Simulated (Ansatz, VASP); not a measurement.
# Cross-check of CdS (Greenockite) between VASP and Ansatz

Aim: how closely do two programs agree when they are given the same cell, functional and k mesh? Of the first pair: The cell is taken from a series of runs on this material, whose earlier steps may have relaxed, scaled, displaced or heated it; both programs get it as it stands.

Method: plane waves, with VASP 6.6.1 beside it; relaxation of cell and atoms at PBE and single point at PBE, in Ansatz 0.2.0.

## 1. Starting point

It takes space group P6_3mc (No. 186, hexagonal). The conventional cell has a = 4.197 Å, b = 4.197 Å, c = 6.829 Å, α = 90.00°, β = 90.00°, γ = 120.00°. S has 4 Cd at 2.57 Å nearest. Nearest to Cd lie 4 S at 2.57 Å. Farther neighbours and most contacts between anions are not listed.

Structure file:

```
S Cd
1.0
     4.19692    0.00000    0.00000
    -2.09846    3.63464    0.00000
     0.00000    0.00000    6.82934
S Cd
2 2
Direct
  0.33333 0.66667 0.37579
  0.66667 0.33333 0.87579
  0.33333 0.66667 0.99921
  0.66667 0.33333 0.49921
```

## 2. VASP: relaxation of cell and atoms, PBE

The relaxed volume is the usual yardstick between codes: in a stiff, nearly cubic crystal its relative difference is about their pressure difference at one cell divided by the bulk modulus.

Lines of VASP's logs that name or quote its potential files are left out, and so is its time.

The input, INCAR:

```
SYSTEM = CdS
PREC = Accurate
ENCUT = 500
EDIFF = 1E-07
NELM = 120
ISMEAR = 0
SIGMA = 0.01
LREAL = .FALSE.
ALGO = Normal
GGA = PE
NBANDS = 24
LORBIT = 11
LWAVE = .FALSE.
LCHARG = .FALSE.
ISIF = 3
IBRION = 2
NSW = 80
EDIFFG = -0.005
LASPH = .TRUE.
GGA_COMPAT = .FALSE.
NELMIN = 4
EFERMI = MIDGAP
KPAR = 2
```

The input, POSCAR:

```
CdS
1.0
    4.1969230000      0.0000000000      0.0000000000
   -2.0984620000      3.6346420000      0.0000000000
    0.0000000000      0.0000000000      6.8293370000
S Cd
2 2
Direct
    0.3333334586      0.6666667584      0.3757941657
    0.6666667797      0.3333332416      0.8757940925
    0.3333334586      0.6666667584      0.9992059258
    0.6666667797      0.3333332416      0.4992058526
```

The input, KPOINTS:

```
Automatic mesh
0
Gamma
9 9 4
0 0 0
```

The projector-augmented-wave data sets are S and Cd (PBE family, release 64).

Run with:

```console
mpirun -np 2 vasp_std
```

Numbers of over 12 decimals in the logs are rounded to 6 here.

The log of the run:

```text
[banner, memory and clock lines left out]
running    2 mpi-ranks, on    1 nodes
 distrk:  each k-point on    1 cores,    2 groups
 distr:  one band on    1 cores,    1 groups

 POSCAR found type information on POSCAR S Cd
 POSCAR found :  2 types and       4 ions
 LDA part: xc-table for (Slater+PW92), standard interpolation
 POSCAR, INCAR and KPOINTS ok, starting setup
 FFT: planning ... GRIDC
 FFT: planning ... GRID_SOFT
 FFT: planning ... GRID
 WAVECAR not read
 entering main loop
       N       E                     dE             d eps       ncg     rms          rms(c)
DAV:   1     0.242061613700E+03    0.24206E+03   -0.17338E+04  1728   0.133E+03
DAV:   2    -0.668149324941E+00   -0.24273E+03   -0.23521E+03  2032   0.330E+02
DAV:   3    -0.132760637391E+02   -0.12608E+02   -0.12565E+02  2112   0.763E+01
DAV:   4    -0.133989602020E+02   -0.12290E+00   -0.12286E+00  2040   0.743E+00
DAV:   5    -0.134012040014E+02   -0.22438E-02   -0.22436E-02  2168   0.967E-01    0.104E+01
DAV:   6    -0.123189981658E+02    0.10822E+01   -0.22779E+00  2288   0.150E+01    0.831E+00
DAV:   7    -0.123024550663E+02    0.16543E-01   -0.73592E-01  1944   0.472E+00    0.398E+00
DAV:   8    -0.123008499977E+02    0.16051E-02   -0.90533E-02  1992   0.304E+00    0.478E-01
DAV:   9    -0.122989682751E+02    0.18817E-02   -0.17280E-02  2176   0.159E+00    0.136E-01
DAV:  10    -0.122992624831E+02   -0.29421E-03   -0.13703E-03  2008   0.352E-01    0.117E-01
DAV:  11    -0.122993974079E+02   -0.13492E-03   -0.22689E-04  2112   0.105E-01    0.961E-02
DAV:  12    -0.122994164622E+02   -0.19054E-04   -0.15774E-04  1880   0.756E-02    0.159E-02
DAV:  13    -0.122994165953E+02   -0.13316E-06   -0.13318E-05  2176   0.278E-02    0.805E-03
DAV:  14    -0.122994176723E+02   -0.10770E-05   -0.24497E-06  1864   0.128E-02    0.827E-03
DAV:  15    -0.122994173785E+02    0.29376E-06   -0.40242E-07  1888   0.314E-03    0.431E-03
DAV:  16    -0.122994172725E+02    0.10597E-06   -0.92678E-08  1312   0.171E-03    0.140E-03
DAV:  17    -0.122994172988E+02   -0.26281E-07   -0.14340E-08  1072   0.117E-03
   1 F= -.12299417E+02 E0= -.12299417E+02  d E =-.122994E+02
 curvature:   0.00 expect dE= 0.000E+00 dE for cont linesearch  0.000E+00
 trial: gam= 0.00000 g(F)=  0.370E-07 g(S)=  0.112E-02 ort = 0.000E+00 (trialstep = 0.100E+01)
 search vector abs. value=  0.112E-02
 bond charge predicted
       N       E                     dE             d eps       ncg     rms          rms(c)
DAV:   1    -0.123133222787E+02   -0.13905E-01   -0.29144E-01  1800   0.557E+00    0.906E-01
DAV:   2    -0.123013038406E+02    0.12018E-01   -0.30930E-02  1912   0.215E+00    0.312E-01
DAV:   3    -0.123000487896E+02    0.12551E-02   -0.34170E-03  1920   0.503E-01    0.269E-01
DAV:   4    -0.122998625500E+02    0.18624E-03   -0.19196E-04  1792   0.102E-01    0.695E-02
DAV:   5    -0.122998187331E+02    0.43817E-04   -0.10436E-04  2184   0.113E-01    0.161E-02
DAV:   6    -0.122998185460E+02    0.18702E-06   -0.10620E-05  1792   0.304E-02    0.701E-03
DAV:   7    -0.122998186026E+02   -0.56524E-07   -0.16881E-07  1680   0.282E-03
   2 F= -.12299819E+02 E0= -.12299819E+02  d E =-.401304E-03
 trial-energy change:   -0.000401  1 .order   -0.000414   -0.001124    0.000297
 step:   0.7822(harm=  0.7912)  dis= 0.00002  next Energy=   -12.299851 (dE=-0.434E-03)
 bond charge predicted
       N       E                     dE             d eps       ncg     rms          rms(c)
DAV:   1    -0.123004930392E+02   -0.67449E-03   -0.13808E-02  1808   0.121E+00    0.195E-01
DAV:   2    -0.122999105594E+02    0.58248E-03   -0.14901E-03  1928   0.471E-01    0.670E-02
DAV:   3    -0.122998533447E+02    0.57215E-04   -0.16551E-04  1904   0.110E-01    0.573E-02
DAV:   4    -0.122998514819E+02    0.18628E-05   -0.89300E-06  1816   0.232E-02    0.147E-02
DAV:   5    -0.122998520850E+02   -0.60309E-06   -0.51025E-06  2184   0.250E-02    0.394E-03
DAV:   6    -0.122998525720E+02   -0.48699E-06   -0.52653E-07  1792   0.679E-03    0.153E-03
DAV:   7    -0.122998525543E+02    0.17706E-07   -0.66308E-09   880   0.592E-04
   3 F= -.12299853E+02 E0= -.12299853E+02  d E =-.435255E-03
 curvature:  -0.39 expect dE=-0.282E-07 dE for cont linesearch -0.350E-08
 trial: gam=-0.00274 g(F)=  0.450E-08 g(S)=  0.669E-07 ort = 0.316E-05 (trialstep = 0.956E+00)
 search vector abs. value=  0.626E-07
 reached required accuracy - stopping structural energy minimisation
```

OUTCAR, selected parts (step 2):

```text
ion  position               nearest neighbor table
   1  0.333  0.667  0.376-   4 2.57   4 2.57   4 2.57   3 2.57
   2  0.667  0.333  0.876-   3 2.57   3 2.57   3 2.57   4 2.57
   3  0.333  0.667  0.999-   2 2.57   2 2.57   2 2.57   1 2.57
   4  0.667  0.333  0.499-   1 2.57   1 2.57   1 2.57   2 2.57

  LATTYP: Found a hexagonal cell.
 ALAT       =     4.1969230000
 C/A-ratio  =     1.6272247549

 Subroutine GETGRP returns: Found 12 space group operations
 (whereof  6 operations were pure point group operations)

The static configuration has the point symmetry C_3v.
 The point group associated with its full space group is C_6v.

 Found     36 irreducible k-points:

   k-points           NKPTS =     36   k-points in BZ     NKDIM =     36   number of bands    NBANDS=     24

   dimension x,y,z NGX =    32 NGY =   32 NGZ =   50
   dimension x,y,z NGXF=    64 NGYF=   64 NGZF=  100

   ENCUT  =  500.0 eV  36.75 Ry    6.06 a.u.   7.65  7.65 12.45*2*pi/ulx,y,z

   NELECT =      36.0000    total number of electrons

 k-points in reciprocal lattice and weights: Automatic mesh
   0.00000000  0.00000000  0.00000000       0.003
   0.11111111  0.00000000  0.00000000       0.019
   0.22222222  0.00000000  0.00000000       0.019
   0.33333333  0.00000000  0.00000000       0.019
   0.44444444  0.00000000  0.00000000       0.019
   0.11111111  0.11111111  0.00000000       0.019
   0.22222222  0.11111111  0.00000000       0.037
   0.33333333  0.11111111  0.00000000       0.037
   0.44444444  0.11111111  0.00000000       0.019
[...]
0.33333333  0.22222222  0.50000000       0.037
   0.33333333  0.33333333  0.50000000       0.006

 average (electrostatic) potential at core
       1 -89.4935       2 -89.4935       3 -39.6374       4 -39.6374

 E-fermi :   1.4197

 k-point     1 :       0.0000    0.0000    0.0000
  band No.  band energies     occupation
    ...
     14       0.1821      2.00000
     15       0.1821      2.00000
     16       0.8322      2.00000
     17       0.8694      2.00000
     18       0.8694      2.00000
     19       1.9701      0.00000
     20       3.5977      0.00000
     21       7.3510      0.00000
     22       7.3510      0.00000
     23       7.6492      0.00000
    ...

 k-point     2 :       0.1111    0.0000    0.0000
  band No.  band energies     occupation
    ...
     14      -0.2867      2.00000
     15       0.0422      2.00000
     16       0.1853      2.00000
     17       0.7522      2.00000
     18       0.7894      2.00000
     19       2.6380      0.00000
     20       4.0515      0.00000
     21       6.9467      0.00000
     22       7.5287      0.00000
     23       7.7976      0.00000
    ...

 k-point     3 :       0.2222    0.0000    0.0000
  band No.  band energies     occupation
    ...
     14      -1.1828      2.00000
     15      -0.7700      2.00000
     16      -0.2800      2.00000
     17       0.5080      2.00000
     18       0.5836      2.00000
     19       3.5320      0.00000
     20       4.7223      0.00000
     21       6.4337      0.00000
     22       7.3813      0.00000
     23       7.8514      0.00000
    ...

  Total       -0.0004155     -0.0004155      0.0022806      0.0000000      0.0000000      0.0000000
  in kB       -0.0063586     -0.0063586      0.0348996      0.0000000      0.0000000      0.0000000
  external PRESSURE =       0.0073941 kB  Pullay stress =       0.0000000 kB

  energy-cutoff  :      500.00
  volume of cell :      104.70
      direct lattice vectors                 reciprocal lattice vectors
     4.203864494 -0.000000001  0.000000000     0.237876364  0.137338013  0.000000000
    -2.101932749  3.640653511  0.000000000     0.000000000  0.274675961  0.000000000
     0.000000000  0.000000000  6.840816042     0.000000000  0.000000000  0.146181390

 POSITION                                       TOTAL-FORCE (eV/Angst)
 -----------------------------------------------------------------------------------
     -0.00000      2.42710      2.57072         0.000000      0.000000     -0.000153
      2.10193      1.21355      5.99113         0.000000     -0.000000     -0.000153
     -0.00000      2.42710      6.83540        -0.000000     -0.000000      0.000153
      2.10193      1.21355      3.41499        -0.000000      0.000000      0.000153
 -----------------------------------------------------------------------------------
    total drift:                               -0.000420     -0.000228     -0.000598

  FREE ENERGIE OF THE ION-ELECTRON SYSTEM (eV)
  ---------------------------------------------------
  free  energy   TOTEN  =       -12.2998525543 eV

  energy  without entropy=      -12.2998525543  energy(sigma->0) =      -12.29985255

 reached required accuracy - stopping structural energy minimisation

 total charge
# of ion       s       p       d       tot
------------------------------------------
    1        1.325   2.381   0.000   3.706
    2        1.325   2.381   0.000   3.706
    3        0.415   0.295   9.564  10.275
    4        0.415   0.295   9.564  10.275
--------------------------------------------------
tot          3.481   5.354  19.129  27.963

[... 3 further parts left out ...]
```

CONTCAR:

```
CdS
   1.00000000000000
     4.2038644939523131   -0.0000000009549075    0.0000000000000000
    -2.1019327486301052    3.6406535108992850    0.0000000000000000
     0.0000000000000000    0.0000000000000000    6.8408160424674520
  S               Cd
     2     2
Direct
     0.3333334586000021    0.6666667583999981    0.3757917438861219
     0.6666667797000017    0.3333332416000019    0.8757916706861228
     0.3333334586000021    0.6666667583999981    0.9992083476138769
     0.6666667797000017    0.3333332416000019    0.4992082744138779
```

## 3. Ansatz: relaxation of cell and atoms, PBE

Ansatz runs on its PAW soft_1 files.

The same cell, functional and mesh now go to Ansatz, which takes its cutoff from its data sets.

The input, input.yaml:

```yaml
crystal:
  lattice:
    - [4.196923235, 0.0, 0.0]
    - [-2.0984616175, 3.6346421392, 0.0]
    - [0.0, 0.0, 6.8293370864]
  atoms:
    - { symbol: S, position: [0.3333333333, 0.6666666667, 0.3757941102] }
    - { symbol: S, position: [0.6666666667, 0.3333333333, 0.8757941102] }
    - { symbol: Cd, position: [0.3333333333, 0.6666666667, -0.0007941102] }
    - { symbol: Cd, position: [0.6666666667, 0.3333333333, 0.4992058898] }
kpoints:
  mp_grid: { grid: [9, 9, 4] }
hamiltonian:
  xc: pbe
  pseudopotentials: { kind: paw, azcp: { folder: soft_1 } }
scf:
  occupations: { method: fixed }
output:
  forces: true
  stress: true
  eigenvalues: true
relax:
  adjacent_minimum: "off"
  f_tol: 0.001
  max_steps: 60
  cell: { stress_tol: 0.01 }
```

Run with:

```console
ansatz run input.yaml --threads 4 --pin off --max-ram 16384MiB --backend cpu --events-out ev --progress --plain --runs-dir out
```

The log of the run:

```text
Engine: ansatz 0.2.0, x86_64-unknown-linux-gnu
Pseudopotentials: kind: paw
Pseudopotential: S, paw, valence charge 6, recommended cutoff 420 eV (normal), soft_1/S.paw.azcp
Pseudopotential: Cd, paw, valence charge 20, recommended cutoff 420 eV (normal), soft_1/Cd.paw.azcp
Functional definition: PBE
  parameter kappa = 0.804
  parameter beta = 0.066725
  exchange = pbe_x(kappa = kappa, mu = beta*pi^2/3)
  correlation = pbe_c(beta = beta)
Crystal: 4 atoms, lattice volume = 104.177 Å³
Basis set: ecut = 420 eV, 1985 PW (Γ), exchange–correlation on 60×60×96 points (8 copies of the dense FFT grid, shifted against one another)
Bands: 32, of which v1, the nominal top of the filled ones, is band 26 counted from 1 (25 counted from 0)
Symmetry: 12 space group operations
Space group: P63mc (ITA 186), of the structure as read, at distance tolerance 4.7e-5 Å
k-points: 36 of 324 (time reversal used)
Non-local potential: S, projectors of the file, l = 0: 2, l = 1: 2, l = 2: 1
Non-local potential: Cd, projectors of the file, l = 0: 3, l = 1: 2, l = 2: 2, l = 3: 1
PAW form: soft (Blöchl's): semilocal exchange-correlation on the pseudo side does not see the compensation charge
PAW one-centre angular grid: S, 110 points (default); XC on 64 Gauss nodes
PAW one-centre angular grid: Cd, 590 points (default); XC on 64 Gauss nodes
Initial density: superposition of atomic densities (chi_scale 0.1, normalization cell, long waves kept (reshape's long-wave potential 0.00 eV rms))
Initial wavefunctions: pseudopotential atomic-orbital guess
Functional: x = pbe(κ = 0.804, μ = 0.219515), c = pbe(β = 0.066725)
SCF iter   1: F=—  HF=-18315.951011 eV  |F-HF|=—  |Δ(HF+E_count)|=         —  Δρ=2.82e-2  dr2=7.07e-1  ethr=3.10e-3  ⟨swp⟩=5.0  Hψ=4049  notcnv=0  defer=141
preconditioner: auto → Resta (q_TF=auto, 2.430 Å⁻¹)  ε∞=4.5  [insulator: Δε(μ)=1.314 eV  Ē_g=11.714 eV  n_scr=22 (ndim 8)  ℏωp=21.8 eV  f_vac=0.086  ε∞_Penn≈4.5]
SCF iter   2: F=—  HF=-18315.806542 eV  |F-HF|=—  |Δ(HF+E_count)|=   1.44e-1  Δρ=1.34e-2  dr2=1.61e-1  ethr=1.36e-3  ⟨swp⟩=2.8  Hψ=2079  notcnv=0  defer=143
SCF iter   3: F=—  HF=-18315.800019 eV  |F-HF|=—  |Δ(HF+E_count)|=   6.52e-3  Δρ=4.60e-3  dr2=2.05e-2  ethr=3.10e-4  ⟨swp⟩=2.0  Hψ=1330  notcnv=0  defer=143
SCF iter   4: F=—  HF=-18315.803251 eV  |F-HF|=—  |Δ(HF+E_count)|=   3.23e-3  Δρ=9.78e-4  dr2=1.39e-3  ethr=3.94e-5  ⟨swp⟩=2.3  Hψ=1702  notcnv=0  defer=143
SCF iter   5: F=—  HF=-18315.804771 eV  |F-HF|=—  |Δ(HF+E_count)|=   1.52e-3  Δρ=4.06e-4  dr2=2.27e-4  ethr=2.68e-6  ⟨swp⟩=2.6  Hψ=1776  notcnv=0  defer=143
SCF iter   6: F=—  HF=-18315.805303 eV  |F-HF|=—  |Δ(HF+E_count)|=   5.32e-4  Δρ=7.47e-5  dr2=6.55e-6  ethr=4.37e-7  ⟨swp⟩=2.0  Hψ=1805  notcnv=0  defer=143
SCF iter   7: F=—  HF=-18315.805379 eV  |F-HF|=—  |Δ(HF+E_count)|=   7.60e-5  Δρ=1.51e-5  dr2=3.15e-7  ethr=1.26e-8  ⟨swp⟩=2.0  Hψ=1810  notcnv=0  defer=122
SCF iter   8: F=-18315.805380 eV  HF=-18315.805380 eV  |F-HF|=5.04e-8  |Δ(HF+E_count)|=   1.13e-6  Δρ=3.92e-6  dr2=2.22e-8  ethr=1.92e-10  ⟨swp⟩=12.7  Hψ=6848  notcnv=0
SCF 1 converged in 8 iterations: F = -18315.805380 eV  dr2 = 2.22e-8
  greatest PAW one-centre occupation: 1.000 electrons in one spin orbital (limit 2), on the Cd atom at site 3 (counted from 0), in its partial waves of l = 0
relax step   1: F+E_penalty+E_count = -18315.80538045 eV  Δ(F+E_penalty+E_count) = +0.000e0 eV  max|allowed force component| = 2.274e-4 eV/Å  Δτ_max = 0.0000 Å  P = -0.002 GPa  Ω = 104.177 Å³  (8 SCF iters, dr2 threshold 1.00e-7 eV, accepted)
Initial density: handed on by an earlier stage of this run
Initial wavefunctions: pseudopotential atomic-orbital guess (no wavefunctions were taken with the density)
iter 1 solved again at ethr=4.52e-7 eV; its pass at ethr=3.10e-3 eV (dr2=2.35e-4 eV) is discarded
SCF iter   1: F=—  HF=-18315.805337 eV  |F-HF|=—  |Δ(HF+E_count)|=         —  Δρ=5.00e-6  dr2=2.63e-8  ethr=4.52e-7  ⟨swp⟩=4.2  Hψ=7414  notcnv=0  defer=143
eigensolver tolerance schedule: the retry pair's looser diagonalisation over-reported the residual by 8926.95 of it (diagonalisation noise at an unbounded share of the residual, at the tolerance the schedule requests for it); recorded, not acted on — ethr = c·dr2/N_el stays at c = 1.0e-1
preconditioner: auto → Resta (q_TF=auto, 2.430 Å⁻¹)  ε∞=4.6  [insulator: Δε(μ)=1.111 eV  Ē_g=11.479 eV  n_scr=22 (ndim 8)  ℏωp=21.8 eV  f_vac=0.140  ε∞_Penn≈4.6]
SCF iter   2: F=—  HF=-18315.805380 eV  |F-HF|=—  |Δ(HF+E_count)|=   4.36e-5  Δρ=2.70e-6  dr2=1.21e-8  ethr=5.06e-11  ⟨swp⟩=3.8  Hψ=2803  notcnv=0  defer=141
SCF iter   3: F=—  HF=-18315.805380 eV  |F-HF|=—  |Δ(HF+E_count)|=   1.94e-8  Δρ=1.65e-6  dr2=4.73e-9  ethr=2.33e-11  ⟨swp⟩=2.6  Hψ=1713  notcnv=0  defer=141
SCF iter   4: F=—  HF=-18315.805380 eV  |F-HF|=—  |Δ(HF+E_count)|=   1.20e-8  Δρ=6.99e-7  dr2=2.94e-10  ethr=9.10e-12  ⟨swp⟩=2.0  Hψ=1738  notcnv=0  defer=141
SCF iter   5: F=—  HF=-18315.805380 eV  |F-HF|=—  |Δ(HF+E_count)|=  7.28e-11  Δρ=3.79e-7  dr2=7.82e-11  ethr=1.00e-12  ⟨swp⟩=1.6  Hψ=1121  notcnv=0  defer=141
SCF iter   6: F=—  HF=-18315.805380 eV  |F-HF|=—  |Δ(HF+E_count)|=  3.27e-11  Δρ=1.01e-7  dr2=6.65e-12  ethr=1.00e-12  ⟨swp⟩=1.0  Hψ=1090  notcnv=0  defer=141
SCF iter   7: F=-18315.805380 eV  HF=-18315.805380 eV  |F-HF|=7.28e-12  |Δ(HF+E_count)|=  3.64e-12  Δρ=1.87e-8  dr2=3.03e-13  ethr=1.00e-12  ⟨swp⟩=13.2  Hψ=7552  notcnv=0
SCF 2 converged in 7 iterations: F = -18315.805380 eV  dr2 = 3.03e-13
relax step   2: F+E_penalty+E_count = -18315.80538046 eV  Δ(F+E_penalty+E_count) = -9.466e-9 eV  max|allowed force component| = 2.157e-4 eV/Å  Δτ_max = 0.0000 Å  P = -0.002 GPa  Ω = 104.177 Å³  stress off target by 1.90e-3 GPa  SCF on the basis re-selected at this cell (its energy is not comparable with the rows above)  (7 SCF iters)
basis re-selected at this cell: Δ(F+E_penalty+E_count) = -9.466e-9 eV, ΔP = -0.000 GPa vs the last step (what re-selecting the basis moved, of the pressure what is left beyond the Pulay correction that the steps carried, after the strain that the cell walked since its last selection, with what the two solves' SCF thresholds leave and, on support functions, any second-order correction that the steps lacked; it is no m [...]
SCF converged after 7 iterations
Free energy (F): -18315.805380 eV
Harris-Foulkes:  -18315.805380 eV  (|F-HF|=7.28e-12)
Internal energy: -18315.805380 eV  (E = F + TS)
E sigma→0 (E₀):  -18315.805380 eV
Fermi energy:    6.240022 eV
--- Per-component energies (eV) ---
  E_band       = -1041.762907
  E_kinetic    = 1090.446707
  E_local      = -8231.881592  (includes V_loc(G=0)·N_el)
  E_nonlocal   = 309.251088
  E_hartree    = 3740.247984
  E_xc         = -490.402955
  E_vxc        = -556.757539  (∫ρ·V_xc dr)
  E_paw        = -9415.407023  (= ΣΔE_a)
  E_vpaw       = -1133.318284  (= ΣTr[D̂ρ^β])
  E_aug_tail   = 0.000705  (compensation charges beyond the density's cutoff)
  E_ewald      = -5318.060295
  E_smearing   = -0.000000  (= −TS)
  E_closure    = 0.000000  (closes the sum)
  Σ components = -18315.805380   (vs F -18315.805380, Δ=0.00e0)
--- Forces (eV/Å), atoms counted from 1 ---
  atom   1  S      0.00000000    -0.00000000     0.00021565
  atom   2  S     -0.00000000     0.00000000     0.00021565
  atom   3  Cd     0.00000000    -0.00000000    -0.00021574
  atom   4  Cd     0.00000000     0.00000000    -0.00021574
  max |Σ_I F_I| component: 1.98e-7 eV/Å
--- Stress (GPa, compression-positive) ---
       -0.001900       0.000000      -0.000000
        0.000000      -0.001900       0.000000
       -0.000000       0.000000      -0.001235
  P = ⅓ Tr σ = -0.0017 GPa (-0.017 kbar)
--- Band table (eV; the first three rows and the last of 36) ---
  k-point 0: bands = [... 22 lower, 5.5475, 6.2017, 6.2400, 6.2400, 7.3507, 8.9747, 12.7105, 12.7105, ... 2 higher]
  k-point 1: bands = [... 22 lower, 5.6434, 5.6434, 6.1327, 6.1327, 8.2274, 9.0412, 12.5208, 12.7794, ... 2 higher]
  k-point 2: bands = [... 22 lower, 5.8823, 5.8823, 5.8823, 5.8823, 8.9937, 8.9937, 12.3541, 12.3541, ... 2 higher]
  k-point 35: bands = [... 22 lower, 4.0024, 4.0024, 5.2145, 5.2145, 10.5425, 10.5425, 12.3419, 12.3419, ... 2 higher]
--- Relaxed structure (1 steps of the walk, 1 accepted, 1 SCFs on fresh bases) ---
  F+E_penalty+E_count = -18315.80538046 eV   max|allowed force component| = 2.157e-4 eV/Å   (the final SCF, on the basis selected at the relaxed cell)
  cell:  # Å, volume = 104.1769 Å³
    - [4.196923, 0.0, 0.0]
    - [-2.098462, 3.634642, 0.0]
    - [0.0, 0.0, 6.8293370864]
  atoms:
    - { symbol: S, position: [0.333333, 0.666667, 0.375794] }
    - { symbol: S, position: [0.666667, 0.333333, 0.8757941102] }
    - { symbol: Cd, position: [0.333333, 0.666667, -0.00079411] }
    - { symbol: Cd, position: [0.666667, 0.333333, 0.499206] }
```

(Continued in part 2 of 2.)

[Lines on the potential files, build, host, timing and source positions are cut from VASP's logs without a mark.]

[Logs are printed without paths, hosts, clocks, repeated set-up lines and the standing remarks that a program may print on its own settings, such as how far it seeks lower states.]

[Hosts, paths, dates, database ids (printed as entryN), source tags and the programs' standing remarks are cut or masked in the printed files.]
